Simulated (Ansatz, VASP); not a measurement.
# Ni in two plane-wave programs

Aim: how closely do two programs agree when they are given the same cell, functional and k mesh? The cell is taken from a series of VASP runs on this material, whose earlier steps may have relaxed, scaled or displaced it; both programs get it as it stands.

Program: Ansatz 0.2.0. Level of theory: plane waves, with VASP 6.6.1 beside it; relaxation of cell and atoms at PBEsol and relaxation of cell and atoms at PBE. Results are calculated unless marked as measured.

### 1. Starting point

The structure is cubic, space group Fm-3m (No. 225). The conventional cell has a = 3.462 Å, b = 3.462 Å, c = 3.462 Å, α = 90.00°, β = 90.00°, γ = 90.00°. Ni has 12 Ni at 2.45 Å nearest.

Structure file:

```xyz
1
Lattice="0.0000 1.7311 1.7311 1.7311 0.0000 1.7311 1.7311 1.7311 0.0000" Properties=species:S:1:pos:R:3 pbc="T T T"
Ni    0.0000    0.0000    0.0000
```

### 2. VASP: relaxation of cell and atoms, PBEsol

The relaxed volume is the usual yardstick between codes: its relative difference is about their pressure difference at one cell divided by the bulk modulus.

Lines of VASP's logs that name or quote its potential files are left out, and so is its time.

File INCAR:

```
SYSTEM = Ni
PREC = Accurate
ENCUT = 520
EDIFF = 1E-07
NELM = 100
ISMEAR = 1
SIGMA = 0.15
LREAL = .FALSE.
ALGO = Normal
GGA = PS
NBANDS = 12
ISPIN = 2
MAGMOM = 1
LASPH = .TRUE.
LMAXMIX = 4
LORBIT = 11
LWAVE = .FALSE.
LCHARG = .FALSE.
KPAR = 4
IBRION = 2
NSW = 50
ISIF = 3
EDIFFG = -0.005
```

File POSCAR:

```
Ni
1.0
    0.0000000000      1.7311387961      1.7311387961
    1.7311387961      0.0000000000      1.7311387961
    1.7311387961      1.7311387961      0.0000000000
Ni
1
Direct
    0.0000000000      0.0000000000      0.0000000000
```

File KPOINTS:

```
Automatic mesh
0
Gamma
24 24 24
0 0 0
```

The projector-augmented-wave data sets are Ni (PBE family, release 64).

The run is started by

```sh
$ mpirun -np 4 vasp_std
```

Numbers of over 12 decimals in the logs are rounded to 6 here.

The program printed:

```text
[banner, memory and clock lines left out]
running    4 mpi-ranks, on    1 nodes
 distrk:  each k-point on    1 cores,    4 groups
 distr:  one band on    1 cores,    1 groups

 POSCAR found type information on POSCAR Ni
 POSCAR found :  1 types and       1 ions
|                                                                             |
|               ----> ADVICE to this user running VASP <----                  |
|                                                                             |
|     You enforced a specific xc type in the INCAR file but a different       |
|     [... a line on the potential file left out ...]
|     I HOPE YOU KNOW WHAT YOU ARE DOING!                                     |
|                                                                             |

 LDA part: xc-table for (Slater+PW92), standard interpolation
 POSCAR, INCAR and KPOINTS ok, starting setup
 FFT: planning ... GRIDC
 FFT: planning ... GRID_SOFT
 FFT: planning ... GRID
 WAVECAR not read
 entering main loop
       N       E                     dE             d eps       ncg     rms          rms(c)
DAV:   1     0.302000278121E+02    0.30200E+02   -0.45638E+03 20632   0.109E+03
DAV:   2    -0.621548252235E+01   -0.36416E+02   -0.34208E+02 21164   0.174E+02
DAV:   3    -0.733585097265E+01   -0.11204E+01   -0.11097E+01 22720   0.334E+01
DAV:   4    -0.734455251444E+01   -0.87015E-02   -0.86998E-02 23028   0.267E+00
DAV:   5    -0.734471195484E+01   -0.15944E-03   -0.15944E-03 23364   0.339E-01    0.111E+01
DAV:   6    -0.649066683796E+01    0.85405E+00   -0.15783E+01 25448   0.537E+01    0.588E+00
DAV:   7    -0.615632794688E+01    0.33434E+00   -0.25461E+00 25204   0.199E+01    0.200E+00
DAV:   8    -0.613843804834E+01    0.17890E-01   -0.20739E-02 27796   0.126E+00    0.996E-01
DAV:   9    -0.613538350828E+01    0.30545E-02   -0.20011E-03 30552   0.325E-01    0.289E-01
DAV:  10    -0.613469302812E+01    0.69048E-03   -0.51613E-04 30560   0.142E-01    0.524E-02
DAV:  11    -0.613466284274E+01    0.30185E-04   -0.68390E-05 26260   0.830E-02    0.235E-02
DAV:  12    -0.613466400963E+01   -0.11669E-05   -0.27232E-06 27064   0.114E-02    0.136E-02
DAV:  13    -0.613466406672E+01   -0.57096E-07   -0.27657E-07 22992   0.514E-03
   1 F= -.61346641E+01 E0= -.61343749E+01  d E =-.613466E+01  mag=     0.6192
 curvature:   0.00 expect dE= 0.000E+00 dE for cont linesearch  0.000E+00
 trial: gam= 0.00000 g(F)=  0.271E-63 g(S)=  0.641E-06 ort = 0.000E+00 (trialstep = 0.100E+01)
 search vector abs. value=  0.641E-06
 reached required accuracy - stopping structural energy minimisation
```

OUTCAR, selected parts (step 2):

```text
ion  position               nearest neighbor table
   1  0.000  0.000  0.000-

  LATTYP: Found a face centered cubic cell.
 ALAT       =     3.4622775922

 Subroutine GETGRP returns: Found 48 space group operations
 (whereof 48 operations were pure point group operations)

The static configuration has the point symmetry O_h .

 Found    413 irreducible k-points:

   k-points           NKPTS =    413   k-points in BZ     NKDIM =    413   number of bands    NBANDS=     12

   dimension x,y,z NGX =    18 NGY =   18 NGZ =   18
   dimension x,y,z NGXF=    36 NGYF=   36 NGZF=   36

   ENCUT  =  520.0 eV  38.22 Ry    6.18 a.u.   4.55  4.55  4.55*2*pi/ulx,y,z

   NELECT =      10.0000    total number of electrons

 k-points in reciprocal lattice and weights: Automatic mesh
   0.00000000  0.00000000  0.00000000       0.000
   0.04166667  0.00000000  0.00000000       0.001
   0.08333333  0.00000000  0.00000000       0.001
   0.12500000  0.00000000  0.00000000       0.001
   0.16666667  0.00000000  0.00000000       0.001
   0.20833333  0.00000000  0.00000000       0.001
   0.25000000  0.00000000  0.00000000       0.001
   0.29166667  0.00000000  0.00000000       0.001
   0.33333333  0.00000000  0.00000000       0.001
[...]
-0.29166667  0.50000000  0.20833333       0.001
  -0.25000000  0.50000000  0.25000000       0.000

 average (electrostatic) potential at core
       1 -81.2841

 E-fermi :   9.8802

 spin component 1
 k-point     1 :       0.0000    0.0000    0.0000
  band No.  band energies     occupation
    ...
      2       7.3249      1.00000
      3       7.3249      1.00000
      4       7.3249      1.00000
      5       8.5804      1.00000
      6       8.5804      1.00000
      7      33.9733      0.00000
      8      38.1868      0.00000
      9      38.1868      0.00000
     10      38.1868      0.00000
     11      41.2694      0.00000
    ...

 k-point     2 :       0.0417    0.0000    0.0000
  band No.  band energies     occupation
    ...
      2       7.3055      1.00000
      3       7.3416      1.00000
      4       7.3416      1.00000
      5       8.5730      1.00000
      6       8.5730      1.00000
      7      33.7996      0.00000
      8      37.1027      0.00000
      9      38.0172      0.00000
     10      38.0172      0.00000
     11      41.5170      0.00000
    ...

 k-point     3 :       0.0833    0.0000    0.0000
  band No.  band energies     occupation
    ...
      2       7.2504      1.00000
      3       7.3881      1.00000
      4       7.3881      1.00000
      5       8.5542      1.00000
      6       8.5542      1.00000
      7      32.9664      0.00000
      8      35.7353      0.00000
      9      37.6284      0.00000
     10      37.6284      0.00000
     11      42.1125      0.00000
    ...

 k-point     4 :       0.1250    0.0000    0.0000
  band No.  band energies     occupation
    ...
      2       7.1690      1.00000
      3       7.4539      1.00000
      4       7.4539      1.00000
      5       8.5342      1.00000
      6       8.5342      1.00000
      7      31.2066      0.00000
      8      35.1267      0.00000
      9      37.1828      0.00000
     10      37.1828      0.00000
     11      42.3470      0.00000
    ...

 k-point     5 :       0.1667    0.0000    0.0000
  band No.  band energies     occupation
    ...
      2       7.0773      1.00000
      3       7.5201      1.00000
      4       7.5201      1.00000
      5       8.5310      1.00000
      6       8.5310      1.00000
      7      29.0752      0.00000
      8      34.8157      0.00000
      9      36.7583      0.00000
     10      36.7583      0.00000
     11      42.3304      0.00000
    ...

 k-point     6 :       0.2083    0.0000    0.0000
  band No.  band energies     occupation
    ...
      2       6.9994      1.00000
      3       7.5627      1.00000
      4       7.5627      1.00000
      5       8.5666      1.00000
      6       8.5666      1.00000
      7      26.8922      0.00000
      8      34.5005      0.00000
      9      36.3843      0.00000
     10      36.3843      0.00000
     11      42.4694      0.00000
    ...

  Total       -0.0021043     -0.0021043     -0.0021043     -0.0000000     -0.0000000      0.0000000
  in kB       -0.3249296     -0.3249296     -0.3249296     -0.0000000     -0.0000000      0.0000000
  external PRESSURE =      -0.3249296 kB  Pullay stress =       0.0000000 kB

  energy-cutoff  :      520.00
  volume of cell :       10.38
      direct lattice vectors                 reciprocal lattice vectors
     0.000000000  1.731138796  1.731138796    -0.288827217  0.288827217  0.288827217
     1.731138796  0.000000000  1.731138796     0.288827217 -0.288827217  0.288827217
     1.731138796  1.731138796  0.000000000     0.288827217  0.288827217 -0.288827217

 POSITION                                       TOTAL-FORCE (eV/Angst)
 -----------------------------------------------------------------------------------
      0.00000      0.00000      0.00000        -0.000000      0.000000     -0.000000
 -----------------------------------------------------------------------------------
    total drift:                                0.000000     -0.000000     -0.000000

  FREE ENERGIE OF THE ION-ELECTRON SYSTEM (eV)
  ---------------------------------------------------
  free  energy   TOTEN  =        -6.1346640667 eV

  energy  without entropy=       -6.1337966543  energy(sigma->0) =       -6.13437493

 reached required accuracy - stopping structural energy minimisation

 total charge
# of ion       s       p       d       tot
------------------------------------------
    1        0.521   0.547   8.334   9.402

 magnetization (x)
# of ion       s       p       d       tot
------------------------------------------
    1       -0.006  -0.024   0.655   0.624

[... 6 further parts left out ...]
```

The cell holds one magnetic atom, so no antiferromagnetic order fits into it.

### 3. Ansatz: relaxation of cell and atoms, PBEsol

Ansatz runs on its default PAW (the set named soft_2) files.

The same cell, functional, mesh and smearing now go to Ansatz, which takes its cutoff from its data sets.

File input.yaml:

```yaml
crystal:
  lattice:
    - [0.0, 1.7311387961, 1.7311387961]
    - [1.7311387961, 0.0, 1.7311387961]
    - [1.7311387961, 1.7311387961, 0.0]
  atoms:
    - { symbol: Ni, position: [0.0, 0.0, 0.0], spin: 1.0 }
hamiltonian:
  xc: pbesol
  pseudopotentials: { kind: paw }
magnetization:
  spin_polarized: true
kpoints:
  mp_grid: { grid: [24, 24, 24] }
scf:
  occupations: { method: methfessel_paxton, width: 0.15 }
relax:
  f_tol: 0.01
  max_steps: 60
  cell: { stress_tol: 0.05 }
output:
  forces: true
  stress: true
```

The run is started by

```sh
$ ansatz run input.yaml --threads 4 --pin off --max-ram 9216MiB --backend cpu --events-out ev --progress --plain --runs-dir out
```

The program printed:

```text
Engine: ansatz 0.2.0, x86_64-unknown-linux-gnu
Pseudopotentials: kind: paw
Pseudopotential: Ni, paw, valence charge 18, recommended cutoff 420 eV (normal), Ni.paw.azcp
Functional definition: PBEsol
  exchange = pbesol_x
  correlation = pbesol_c
Crystal: 1 atoms, lattice volume = 10.376 Å³
Basis set: ecut = 420 eV, 181 PW (Γ), exchange–correlation on 36×36×36 points (8 copies of the dense FFT grid, shifted against one another)
Bands: 14, of which v1, the nominal top of the filled ones, is band 9 counted from 1 (8 counted from 0)
Symmetry: 48 space group operations
Space group: Fm-3m (ITA 225), of the structure as read, at distance tolerance 2.2e-5 Å
Magnetic group: BNS 225.116 (UNI 1618), of the structure as read, at distance tolerance 2.2e-5 Å
k-points: 413 of 13824
Non-local potential: Ni, projectors of the file, l = 0: 3, l = 1: 2, l = 2: 3, l = 3: 1
PAW form: soft (Blöchl's): semilocal exchange-correlation on the pseudo side does not see the compensation charge
PAW frozen core: Ni, regenerated for the run's functional, and the local potential with it (the file was generated under x = pbe(κ = 0.804, μ = 0.219515), c = pbe(β = 0.066725))
PAW one-centre angular grid: Ni, 590 points (default); XC on 64 Gauss nodes
Initial density: superposition of atomic densities (chi_scale 0.1, normalization cell)
Starting moments: Σ|m| = 1 μB on 1 of 1 site
Initial wavefunctions: pseudopotential atomic-orbital guess
Functional: x = pbesol(κ = 0.804, μ = 0.123457), c = pbesol(β = 0.046)
SCF iter   1: F=—  HF=-5804.397238 eV  |F-HF|=—  |Δ(HF+E_count)|=         —  Δρ=8.72e-2 (↑5.50e-2 ↓8.72e-2)  dr2=1.22e0  dr2_m=2.79e-2  M=0.910 μB ∫|m|=0.972 μB  β_m=0.30  ethr=3.10e-3  ⟨swp⟩=5.1  Hψ=60106  notcnv=0
Mixer restart at iter 1: flushing history
preconditioner: auto → none  [metal: Δε(μ)=0.004 eV  Ē_g=16.364 eV  σ=0.150 eV  W_gap=0.01  n_scr=0 (ndim 8)  ℏωp=36.5 eV  f_vac=0.000  D(μ)=1.33/eV (n_scr^D=14)]
SCF iter   2: F=—  HF=-5804.040072 eV  |F-HF|=—  |Δ(HF+E_count)|=   3.57e-1  Δρ=4.58e-2 (↑4.54e-2 ↓4.58e-2)  dr2=3.91e-1  dr2_m=6.56e-3  M=0.826 μB ∫|m|=0.896 μB  β_m=0.25  ethr=3.10e-3  ⟨swp⟩=2.9  Hψ=28014  notcnv=0  defer=383
SCF iter   3: F=—  HF=-5804.225197 eV  |F-HF|=—  |Δ(HF+E_count)|=   1.85e-1  Δρ=1.64e-2 (↑1.44e-2 ↓1.64e-2)  dr2=2.61e-2  dr2_m=4.92e-3  M=0.826 μB ∫|m|=0.899 μB  β_m=0.56  ethr=2.17e-3  ⟨swp⟩=2.5  Hψ=19966  notcnv=0  defer=383
SCF iter   4: F=—  HF=-5804.836552 eV  |F-HF|=—  |Δ(HF+E_count)|=         —  Δρ=4.16e-2 (↑8.65e-3 ↓4.16e-2)  dr2=8.62e-2  dr2_m=5.14e-2  M=0.679 μB ∫|m|=0.755 μB  β_m=0.56  ethr=1.45e-4  ⟨swp⟩=2.4  Hψ=23166  notcnv=0  defer=394
Mixer restart at iter 4: flushing history
SCF iter   5: F=—  HF=-5804.977272 eV  |F-HF|=—  |Δ(HF+E_count)|=   1.41e-1  Δρ=2.81e-2 (↑2.81e-2 ↓9.45e-3)  dr2=6.73e-2  dr2_m=1.02e-2  M=0.680 μB ∫|m|=0.758 μB  β_m=0.50  ethr=1.45e-4  ⟨swp⟩=2.0  Hψ=26777  notcnv=0  defer=286
SCF iter   6: F=—  HF=-5804.962099 eV  |F-HF|=—  |Δ(HF+E_count)|=   1.52e-2  Δρ=2.97e-2 (↑6.63e-3 ↓2.97e-2)  dr2=6.99e-2  dr2_m=1.57e-2  M=0.646 μB ∫|m|=0.723 μB  β_m=0.26  ethr=1.45e-4  ⟨swp⟩=2.0  Hψ=24839  notcnv=0  defer=387
SCF iter   7: F=—  HF=-5804.972199 eV  |F-HF|=—  |Δ(HF+E_count)|=   1.01e-2  Δρ=1.03e-2 (↑4.09e-3 ↓1.03e-2)  dr2=3.15e-3  dr2_m=4.77e-3  M=0.645 μB ∫|m|=0.723 μB  β_m=0.51  ethr=1.45e-4  ⟨swp⟩=2.3  Hψ=20686  notcnv=0  defer=141
SCF iter   8: F=—  HF=-5804.982425 eV  |F-HF|=—  |Δ(HF+E_count)|=   1.02e-2  Δρ=1.36e-3 (↑1.36e-3 ↓1.24e-3)  dr2=1.16e-6  dr2_m=1.60e-4  M=0.627 μB ∫|m|=0.706 μB  β_m=0.75  ethr=1.75e-5  ⟨swp⟩=2.1  Hψ=17993  notcnv=0  defer=250
SCF iter   9: F=-5804.982383 eV  HF=-5804.982451 eV  |F-HF|=6.76e-5  |Δ(HF+E_count)|=   2.60e-5  Δρ=6.83e-4 (↑3.51e-4 ↓6.83e-4)  dr2=6.02e-5  dr2_m=4.16e-6  M=0.626 μB ∫|m|=0.705 μB  β_m=0.70  ethr=6.46e-9  ⟨swp⟩=2.6  Hψ=22067  notcnv=0  defer=252
SCF iter  10: F=-5804.972770 eV  HF=-5804.972745 eV  |F-HF|=2.45e-5  |Δ(HF+E_count)|=         —  Δρ=1.38e-3 (↑1.36e-3 ↓1.38e-3)  dr2=8.24e-6  dr2_m=1.64e-4  M=0.634 μB ∫|m|=0.712 μB  β_m=0.70  ethr=6.46e-9  ⟨swp⟩=2.1  Hψ=19576  notcnv=0  defer=233
Mixer restart at iter 10: flushing history
iteration 10: the input's own smearing fills from here on; a Gaussian of 0.15 eV has filled iterations ahead of it
SCF iter  11: F=—  HF=-5804.972777 eV  |F-HF|=—  |Δ(HF+E_count)|=   3.16e-5  S|Δr|=    0.00e0  Δρ=1.15e-3 (↑6.77e-4 ↓1.15e-3)  dr2=1.26e-5  dr2_m=7.82e-5  M=0.637 μB ∫|m|=0.715 μB  β_m=0.75  ethr=6.46e-9  ⟨swp⟩=2.0  Hψ=18867  notcnv=0  defer=233
SCF iter  12: F=—  HF=-5804.972911 eV  |F-HF|=—  |Δ(HF+E_count)|=   1.35e-4  S|Δr|=    0.00e0  Δρ=1.59e-3 (↑1.58e-3 ↓1.59e-3)  dr2=5.55e-4  dr2_m=1.97e-7  M=0.638 μB ∫|m|=0.717 μB  β_m=0.44  ethr=6.46e-9  ⟨swp⟩=3.1  Hψ=26049  notcnv=0  defer=233  recentre
SCF iter  13: F=—  HF=-5804.972792 eV  |F-HF|=—  |Δ(HF+E_count)|=   1.20e-4  S|Δr|=    0.00e0  Δρ=3.11e-4 (↑1.83e-4 ↓3.11e-4)  dr2=1.05e-6  dr2_m=5.70e-6  M=0.640 μB ∫|m|=0.719 μB  β_m=0.72  ethr=6.46e-9  ⟨swp⟩=3.2  Hψ=25543  notcnv=0  defer=230
SCF iter  14: F=—  HF=-5804.972793 eV  |F-HF|=—  |Δ(HF+E_count)|=   1.01e-6  S|Δr|=    0.00e0  Δρ=2.62e-5 (↑2.62e-5 ↓1.18e-5)  dr2=4.45e-8  dr2_m=2.05e-8  M=0.641 μB ∫|m|=0.720 μB  β_m=0.86  ethr=5.56e-10  ⟨swp⟩=3.1  Hψ=41620  notcnv=0
SCF iter  15: F=-5804.972793 eV  HF=-5804.972793 eV  |F-HF|=2.92e-9  |Δ(HF+E_count)|=   9.50e-9  S|Δr|=    0.00e0  Δρ=4.96e-6 (↑4.37e-6 ↓4.96e-6)  dr2=3.48e-9  dr2_m=5.14e-10  M=0.641 μB ∫|m|=0.720 μB  ethr=2.47e-10  ⟨swp⟩=3.1  Hψ=29486  notcnv=0
SCF 1 converged in 15 iterations: F = -5804.972793 eV  dr2 = 3.48e-9
  greatest PAW one-centre occupation: 1.001 electrons in one spin orbital (limit 2), on the Ni atom at site 0 (counted from 0), in its partial waves of l = 1
relax step   1: F+E_penalty+E_count = -5804.97279269 eV  Δ(F+E_penalty+E_count) = +0.000e0 eV  max|allowed force component| = 0.000e0 eV/Å  Δτ_max = 0.0000 Å  P = +0.182 GPa  Ω = 10.376 Å³  (15 SCF iters, dr2 threshold 1.00e-7 eV, accepted)
[...]
relax step   2: F+E_penalty+E_count = -5804.97279467 eV  Δ(F+E_penalty+E_count) = -1.979e-6 eV  max|allowed force component| = 0.000e0 eV/Å  Δτ_max = 0.0000 Å  P = +0.094 GPa  Ω = 10.380 Å³  energy of the carried Pulay correction = -1.389e-6 eV  (4 SCF iters, dr2 threshold 8.28e-8 eV, accepted)
[...]
relax step   3: F+E_penalty+E_count = -5804.97279447 eV  Δ(F+E_penalty+E_count) = +2.012e-7 eV  max|allowed force component| = 0.000e0 eV/Å  Δτ_max = 0.0000 Å  P = +0.003 GPa  Ω = 10.384 Å³  energy of the carried Pulay correction = -2.867e-6 eV  (5 SCF iters, dr2 threshold 2.20e-8 eV, accepted)
[...]
relax step   4: F+E_penalty+E_count = -5804.97279700 eV  Δ(F+E_penalty+E_count) = -2.534e-6 eV  max|allowed force component| = 0.000e0 eV/Å  Δτ_max = 0.0000 Å  P = +0.003 GPa  Ω = 10.384 Å³  stress off target by 2.86e-3 GPa  SCF on the basis re-selected at this cell (its energy is not comparable with the rows above)  (5 SCF iters)
basis re-selected at this cell: Δ(F+E_penalty+E_count) = -2.534e-6 eV, ΔP = -0.000 GPa vs the last step (what re-selecting the basis moved, of the pressure what is left beyond the Pulay correction that the steps carried, after the strain that the cell walked since its last selection, with what the two solves' SCF thresholds leave and, on support functions, any second-order correction that the steps lacked; it is no measure of the basis error at this ecutwfc). This SCF's stress stands 2.86e-3 GPa from its target on what of the cell is left free (relax.cell.stress_tol is 5.00e-2 GPa) and its largest allowed force component is 0.00e0 eV/Å (relax.f_tol is 1.00e-2 eV/Å): [rest of the remark cut]
SCF converged after 5 iterations
Stability not checked: this state was not tested for a lower state beside it, because cold or Methfessel-Paxton smearing, or corrected tetrahedra, fill the levels in a way that the test cannot read (fill_not_monotonic; see scf.lower_state_search)
Magnetization: 0.6413 μB (9.3206 up, 8.6794 down)
Absolute magnetization: 0.7214 μB (∫|ρ↑−ρ↓|, with the PAW one-centre terms)
Spin contamination: 0.0059 ħ² per cell (⟨S²⟩ above its minimum at these occupations)
Per-site moments (μB) at R_I (Å): [(0.675775, 1.010144)]
Free energy (F): -5804.972797 eV
Harris-Foulkes:  -5804.972797 eV  (|F-HF|=2.73e-12)
Internal energy: -5804.972256 eV  (E = F + TS)
E sigma→0 (E₀):  -5804.972662 eV
Entropy (-TS):   -0.000541 eV (-0.541 meV/atom)
Fermi energy:    19.097299 eV
--- Per-component energies (eV) ---
  E_band       = -268.452872
  E_kinetic    = 283.199198
  E_local      = -3357.985467  (includes V_loc(G=0)·N_el)
  E_nonlocal   = 635.758404
  E_hartree    = 1401.136545
  E_xc         = -84.906390
  E_vxc        = -109.897996  (∫ρ·V_xc dr)
  E_paw        = -1594.078390  (= ΣΔE_a)
  E_vpaw       = -521.800579  (= ΣTr[D̂ρ^β])
  E_aug_tail   = 0.000482  (compensation charges beyond the density's cutoff)
  E_ewald      = -3088.293925
  E_core_change = 0.197289  (= ΣΔE_core)
  E_smearing   = -0.000541  (= −TS)
  E_closure    = 0.000000  (closes the sum)
  Σ components = -5804.972797   (vs F -5804.972797, Δ=0.00e0)
--- Forces (eV/Å), atoms counted from 1 ---
  atom   1  Ni    -0.00000000    -0.00000000     0.00000000
  max |Σ_I F_I| component: 1.71e-30 eV/Å
--- Stress (GPa, compression-positive) ---
        0.002855      -0.000000      -0.000000
       -0.000000       0.002855      -0.000000
       -0.000000      -0.000000       0.002855
  P = ⅓ Tr σ = 0.0029 GPa (0.029 kbar)
--- Relaxed structure (3 steps of the walk, 3 accepted, 1 SCFs on fresh bases) ---
  F+E_penalty+E_count = -5804.97279700 eV   max|allowed force component| = 0.000e0 eV/Å   (the final SCF, on the basis selected at the relaxed cell)
  cell:  # Å, volume = 10.3840 Å³
    - [0, 1.731588, 1.731588]
    - [1.731588, 0, 1.731588]
    - [1.731588, 1.731588, 0]
  atoms:
    - { symbol: Ni, position: [0.0, 0.0, 0.0] }
```

Run time: 4.8 s. Hardware: 4 threads of Intel Xeon 6975P-C (Granite Rapids), shared host; peak memory 0.47 GiB; 16 s of CPU time.

### 4. Side by side

Known differences besides the potentials themselves: both relaxations stop at a tolerance, which leaves soft axes loose, and VASP keeps its plane-wave basis; the data sets hold 18 valence electrons in Ansatz (default PAW (the set named soft_2) files) and 10 in VASP; the cutoff is 420 eV in Ansatz and 520 eV in VASP; Ansatz makes its cores anew for this functional, VASP keeps those of its PBE data sets; Ansatz adds a Pulay correction to the stress that steers its cell, VASP none; site moments are counted in spheres of each program's own size. Total energies have different zeros and are not compared.

Compared:

```csv
quantity,Ansatz,VASP,difference
volume (Å³),10.38,10.38,+0.08 %
"edge a after relaxation, in the typed setting (Å)",2.449,2.448,+0.02 %
total moment (μB),0.64,0.62,+0.02
moment on Ni1 (μB),0.68,0.62,+0.05
```

The walks stopped with 0.00 GPa left in Ansatz and -0.03 GPa in VASP; each walk ends within a tolerance, so the volume difference is uncertain by about these residues over the bulk modulus, most in soft cells.

[end of part 1 of 2]

[Lines on the potential files, build, host, timing and source positions are cut from VASP's logs without a mark.]

[Logs are printed without paths, hosts, clocks, repeated set-up lines and the standing remarks that a program may print on its own settings, such as how far it seeks lower states.]

[Hosts, paths, dates, database ids (printed as entryN), source tags and the programs' standing remarks are cut or masked in the printed files.]
